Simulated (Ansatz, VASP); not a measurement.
# GaF: VASP beside Ansatz

Contents of INCAR:

```
PREC = Accurate
ENCUT = 550
EDIFF = 1E-6
ISMEAR = -1
SIGMA = 0.05
LREAL = F
LASPH = T
NELM = 80
ALGO = Normal
ISIF = 2
LWAVE = F
LCHARG = F
GGA = PE
NBANDS = 17
```

Contents of KPOINTS:

```
Automatic mesh
0
Gamma
  9 9 9
```

The input POSCAR:

```
GaF
1.0
    0.0000000000      2.5769602800      2.5769602800
    2.5769602800      0.0000000000      2.5769602800
    2.5769602800      2.5769602800      0.0000000000
Ga F
1 1
Direct
    0.2500000000      0.2500000000      0.2500000000
    0.0000000000      0.0000000000      0.0000000000
```

The input KPOINTS_OPT:

```
path GXWKGLUWLK,UX
15
line-mode
reciprocal
 0.0000000000  0.0000000000  0.0000000000  G
 0.5000000000  0.0000000000  0.5000000000  X

 0.5000000000  0.0000000000  0.5000000000  X
 0.5000000000  0.2500000000  0.7500000000  W

 0.5000000000  0.2500000000  0.7500000000  W
 0.3750000000  0.3750000000  0.7500000000  K

 0.3750000000  0.3750000000  0.7500000000  K
 0.0000000000  0.0000000000  0.0000000000  G

 0.0000000000  0.0000000000  0.0000000000  G
 0.5000000000  0.5000000000  0.5000000000  L

 0.5000000000  0.5000000000  0.5000000000  L
 0.6250000000  0.2500000000  0.6250000000  U

 0.6250000000  0.2500000000  0.6250000000  U
 0.5000000000  0.2500000000  0.7500000000  W

 0.5000000000  0.2500000000  0.7500000000  W
 0.5000000000  0.5000000000  0.5000000000  L

 0.5000000000  0.5000000000  0.5000000000  L
 0.3750000000  0.3750000000  0.7500000000  K

 0.6250000000  0.2500000000  0.6250000000  U
 0.5000000000  0.0000000000  0.5000000000  X
```

File input.yaml:

```yaml
crystal:
  lattice:
    - [0.0, 2.57696028, 2.57696028]
    - [2.57696028, 0.0, 2.57696028]
    - [2.57696028, 2.57696028, 0.0]
  atoms:
    - { symbol: Ga, position: [0.25, 0.25, 0.25] }
    - { symbol: F, position: [0.0, 0.0, 0.0] }
hamiltonian:
  xc: pbe
  pseudopotentials: { kind: paw }
kpoints:
  mp_grid: { grid: [9, 9, 9] }
  band_path:
    path:
      - [[0.0, 0.0, 0.0], [0.5, 0.0, 0.5], [0.5, 0.25, 0.75], [0.375, 0.375, 0.75], [0.0, 0.0, 0.0], [0.5, 0.5, 0.5], [0.625, 0.25, 0.625], [0.5, 0.25, 0.75], [0.5, 0.5, 0.5], [0.375, 0.375, 0.75]]
      - [[0.625, 0.25, 0.625], [0.5, 0.0, 0.5]]
    npoints: 14
scf:
  occupations: { method: fermi_dirac, width: 0.05 }
  n_extra_bands: 6
output:
  forces: true
  stress: true
  eigenvalues: true
  fatbands: false
```

The cell was built by a generator and needn't be a form met in nature.

Alike in both runs: task band structure; functional PBE; k mesh 9 × 9 × 9; occupations fermi-dirac, width 0.05 eV; no spin polarisation.

```csv
,VASP,Ansatz
version,VASP 6.6.1,Ansatz 0.2.0
potentials or method,"VASP PAW PBE potentials, release 64 (Ga_d_GW, F_GW)",Ansatz PAW
plane-wave cutoff (eV),550,420
valence electrons in the cell,20,20
```

VASP gave:

```
gap on the k mesh at the Fermi level (eV) : 1.00
least direct gap on the mesh (eV)         : 1.00
gap along the band path (eV)              : 0.78
```

Which values does Ansatz return?

gap on the k mesh at the Fermi level (eV): 1.01; least direct gap on the mesh (eV): 1.01; gap along the band path (eV): 0.79.

The functional is the same, so the differences come from potentials, cutoffs and numerics.

Caveats: the mesh misses the band edges, which the band path finds closer together (VASP); the k mesh misses the band edges, so the gap on the mesh is wider than the one along the path (Ansatz).
